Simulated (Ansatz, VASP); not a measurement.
**NaH16BrO8 in VASP and in Ansatz**

```xyz
26
Lattice="6.5731 0.0000 0.0000 0.0000 6.5731 0.0000 0.0000 0.0000 6.5731" Properties=species:S:1:pos:R:3 pbc="T T T"
O     5.4014    4.6202    1.3699
O     4.8273    2.7736    3.4548
O     0.4002    2.3522    4.9596
O     3.9764    7.0194    4.1684
O     0.7131    4.6807    6.0820
O     6.2165    5.9068    3.5898
O     2.5679    6.5687    1.7258
O     4.8311    0.3651    6.8266
H     6.1386    4.4408    0.7142
H     5.1363    3.7674    1.7945
H     4.0027    3.3038    3.5153
H     4.4706    1.8379    3.6584
H     1.0190    2.4232    4.1845
H    -0.4773    2.5403    4.5014
H     3.3193    6.7859    3.4614
H     4.8244    6.4933    3.9335
H     1.4556    4.5228    6.7070
H     0.6304    3.7781    5.6203
H     6.1397    5.2685    2.8195
H     6.7579    5.4846    4.2897
H     3.3854    6.8099    1.2030
H     2.5490    5.5906    1.7787
H     4.4480    0.3492    5.9148
H     4.9154   -0.5864    7.1198
Na    0.6095    1.1142    0.5786
Br    1.7673    3.4090    2.2212
```

Alike in both runs: functional PBEsol; k mesh 1 × 1 × 1; occupations fermi-dirac, width 0.02 eV; no spin polarisation.

Ansatz relaxed the structure, and its values are those at the end. VASP's run is a single point on that final structure, the one shown.

```csv
,VASP,Ansatz
version,VASP 6.6.1,Ansatz 0.2.0
potentials or method,"VASP PAW PBE potentials, release 64 (O, H, Na_pv, Br)","scalar-relativistic, plane waves, PAW"
plane-wave cutoff (eV),520,420
valence electrons in the cell,78,80
```

```csv
,VASP,Ansatz,Ansatz less VASP
rms of the force components (eV/Å),0.096,0.077,-0.0190
```

The two sets of potentials don't hold the same shells in valence.

Caveats: the PAW data sets were made with another functional, which shifts forces and pressure a little (VASP).
